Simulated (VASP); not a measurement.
All values below come from PBE GGA, VASP's PBE PAW potentials (set 64) (plane waves; VASP).

VASP input:

File KPOINTS:
```
Automatic
0
Gamma
11 11 11
```

**POSCAR**
```
NiAl
5.780
  0.5000000000   0.0000000000   0.0000000000
  0.0000000000   0.5000000000   0.0000000000
  0.0000000000   0.0000000000   0.5000000000
Al Ni
1 1
Cart
  0.2500000000   0.2500000000   0.2500000000
  0.0000000000   0.0000000000   0.0000000000
```

### INCAR
```
# general
SYSTEM   =  NiAl
PREC     =  Accurate
ENCUT    =  520   # plane-wave cut-off (eV)
LREAL    =  F   # projection in real space or not
LASPH    =  T

# electronic loop
EDIFF    =  1E-6
NELM     =  100   # most electronic steps
ALGO     =  Normal   # blocked Davidson
LMAXMIX  =  4   # l cut-off of mixed one-centre charges

# smearing
ISMEAR   =  1   # Methfessel-Paxton
SIGMA    =  0.1   # width (eV)

# functional
GGA      =  PE

# ions
ISIF     =  2   # forces and stress, cell fixed

# output
LWAVE    =  F
LCHARG   =  F
```

POTCAR, in this order: Al_GW Ni (PBE.64 set). Program: vasp_std.

The run wrote:

**OSZICAR**
```
       N       E                     dE             d eps       ncg     rms          rms(c)
DAV:   1     0.419957772839E+02    0.41996E+02   -0.57513E+03  1136   0.134E+03
DAV:   2    -0.107030397816E+02   -0.52699E+02   -0.50374E+02  1124   0.212E+02
DAV:   3    -0.119503889304E+02   -0.12473E+01   -0.12344E+01  1344   0.427E+01
DAV:   4    -0.119696420583E+02   -0.19253E-01   -0.19241E-01  1312   0.469E+00
DAV:   5    -0.119702250441E+02   -0.58299E-03   -0.58294E-03  1320   0.819E-01    0.117E+01
DAV:   6    -0.138580453167E+02   -0.18878E+01   -0.58215E+01  1262   0.131E+02    0.156E+01
DAV:   7    -0.105664231168E+02    0.32916E+01   -0.16726E+01  1252   0.787E+01    0.105E+00
DAV:   8    -0.105592252872E+02    0.71978E-02   -0.44598E-01  1422   0.842E+00    0.978E-01
DAV:   9    -0.105456438437E+02    0.13581E-01   -0.55712E-02  1338   0.387E+00    0.185E-01
DAV:  10    -0.105452338573E+02    0.40999E-03   -0.15658E-03  1404   0.619E-01    0.698E-02
DAV:  11    -0.105452263968E+02    0.74605E-05   -0.44852E-05  1552   0.872E-02    0.167E-02
DAV:  12    -0.105452237241E+02    0.26726E-05   -0.93790E-07   818   0.118E-02    0.265E-03
DAV:  13    -0.105452233497E+02    0.37445E-06   -0.76861E-07   616   0.108E-02
   1 F= -.10545223E+02 E0= -.10545047E+02  d E =-.530254E-03
```

### OUTCAR
```
------------------------ aborting loop because EDIFF is reached ----------------------------------------
  FORCE on cell =-STRESS in cart. coord.  units (eV):
  Direction    XX          YY          ZZ          XY          YZ          ZX
  --------------------------------------------------------------------------------------
  Total        0.0888586      0.0888586      0.0888586     -0.0000000      0.0000000     -0.0000000
  in kB        5.8981584      5.8981584      5.8981584     -0.0000000      0.0000000     -0.0000000
  external PRESSURE =       5.8981584 kB  Pullay stress =       0.0000000 kB
  volume of cell :       24.14
      direct lattice vectors                 reciprocal lattice vectors
     2.890000000  0.000000000  0.000000000     0.346020761  0.000000000  0.000000000
     0.000000000  2.890000000  0.000000000     0.000000000  0.346020761  0.000000000
     0.000000000  0.000000000  2.890000000     0.000000000  0.000000000  0.346020761
 POSITION                                       TOTAL-FORCE (eV/Angst)
 -----------------------------------------------------------------------------------
      1.44500      1.44500      1.44500         0.000000      0.000000      0.000000
      0.00000      0.00000      0.00000         0.000000      0.000000      0.000000
 -----------------------------------------------------------------------------------
    total drift:                                0.000000      0.000000      0.000000
  FREE ENERGIE OF THE ION-ELECTRON SYSTEM (eV)
  ---------------------------------------------------
  free  energy   TOTEN  =       -10.5452233497 eV

  energy  without entropy=      -10.5446930955  energy(sigma->0) =      -10.54504660
```
(Selected blocks of OUTCAR.)

**OUTCAR**
```
 val. band max:        8.9227293516   @ k =   0.3636   0.1818   0.0909

 cond. band min:       9.0403505736   @ k =   0.3636   0.2727   0.0909


 Fermi energy:         9.0388140470

 k-point     1 :       0.0000    0.0000    0.0000
  band No.  band energies     occupation
      1      -2.0386      2.00000
      2       5.8640      2.00000
      3       5.8640      2.00000
      4       7.5250      2.00000
      5       7.5250      2.00000
      6       7.5250      2.00000
      7      14.4905      0.00000
      8      14.4905      0.00000
      9      14.4905      0.00000
     10      17.1315      0.00000

 k-point     2 :       0.0909    0.0000    0.0000
  band No.  band energies     occupation
      1      -1.8875      2.00000
      2       5.8500      2.00000
      3       5.8991      2.00000
      4       7.4605      2.00000
      5       7.4605      2.00000
      6       7.5318      2.00000
      7      13.0986      0.00000
      8      14.6896      0.00000
      9      14.6896      0.00000
     10      17.1415      0.00000

 k-point     3 :       0.1818    0.0000    0.0000
  band No.  band energies     occupation
      1      -1.4377      2.00000
      2       5.7406      2.00000
      3       5.9948      2.00000
      4       7.2970      2.00000
      5       7.2970      2.00000
      6       7.5502      2.00000
      7      11.0978      0.00000
      8      15.2586      0.00000
      9      15.2586      0.00000
     10      17.1706      0.00000

 k-point     4 :       0.2727    0.0000    0.0000
  band No.  band energies     occupation
      1      -0.7001      2.00000
      2       5.3063      2.00000
      3       6.1242      2.00000
      4       7.1005      2.00000
      5       7.1005      2.00000
      6       7.5743      2.00000
      7       9.5214     -0.00000
      8      16.1359      0.00000
      9      16.1359      0.00000
     10      17.2146      0.00000

 k-point     5 :       0.3636    0.0000    0.0000
...
```

The compound is NiAl in the CsCl type structure. The cell was not relaxed at this level. The run is one of a series of settings (ENCUT = 520, POTCAR Al_GW Ni (PBE.64 set) against the base run), some of them coarse on purpose. The run is not spin-polarised, so no magnetic state was tried. The electron count is odd and the run is not spin-polarised, which forces a metal.
